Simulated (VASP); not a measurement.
Input:

```xyz
8
Lattice="5.5166 0.0000 0.0000 0.0000 5.5166 0.0000 0.0000 0.0000 5.5166" Properties=species:S:1:pos:R:3 pbc="T T T"
Ga     0.0000     0.0000     0.0000
Ga     2.7583     2.7583     0.0000
Ga     2.7583     0.0000     2.7583
As     1.2561     1.5022     1.5022
As     4.2605     4.0143     1.5022
As     4.2605     1.5022     4.0143
As     1.2561     4.0143     4.0143
B      0.0000     2.7583     2.7583
```

Calculation: PBE GGA, VASP's PBE PAW potentials (set 64) (plane waves; VASP 6.6.1). Numerical set-up: 500 eV cut-off, Gaussian smearing of 0.050 eV, potentials Ga_d As B.

Q: Give the energies of bands 23 to 36 at the high-symmetry points, in eV from the valence-band maximum.

A: 
```
band      Γ      X      M      R
----  -----  -----  -----  -----
23    -3.33  -4.03  -5.63  -6.88
24    -3.33  -3.85  -3.94  -1.99
25    -3.33  -3.85  -3.94  -1.99
26    -2.59  -3.82  -3.34  -1.99
27    -2.59  -3.53  -3.22  -0.97
28    -2.59  -2.13  -1.70  -0.97
29     0.00  -2.13  -1.70  -0.97
30     0.00  -1.29  -1.29  -0.71
31     0.00  -1.29  -0.57  -0.71
32     0.59   1.59   1.81   0.53
33     1.20   1.83   2.29   1.03
34     1.20   3.14   3.21   1.03
35     1.42   3.18   3.21   1.03
36     1.42   4.30   4.30   4.26
```

The gap is indirect, 0.53 eV, from the valence maximum at Γ to the conduction minimum at R.

The structure was generated: Ga3As4B was put into an ordered model structure (P-43m), which need not be its known phase. It was relaxed first.
